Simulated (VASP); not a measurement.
Input:

```
CELL_PARAMETERS angstrom
      4.07278     0.00000     0.00000
      0.00000     4.07278     0.00000
      0.00000     0.00000     4.07278
ATOMIC_POSITIONS crystal
  Sc 0.00000 0.00000 0.00000
  Al 0.00000 0.50000 0.50000
  Al 0.50000 0.00000 0.50000
  Al 0.50000 0.50000 0.00000
```

The numbers are results of PBEsol GGA, VASP's PBE PAW potentials (set 64) (plane waves; VASP 6.6.1), not measurements. Numerical set-up: 400 eV cut-off, 10×10×10 Γ-centred mesh, tetrahedra with Blöchl corrections, potentials Sc_sv Al.

Problem. What does the run give for the energy per atom (σ→0), band gap (on the k-mesh) with the smallest direct gap where there is one?

Solution. 
* **band gap (on the k-mesh)**: none (metal, semimetal or under 0.01 eV)
* **energy per atom (σ→0)**: -500.9 kJ/mol of atoms

Only differences to runs with the same potentials and settings are physical.

The compound is Al3Sc in the L1_2 structure. It was relaxed first.
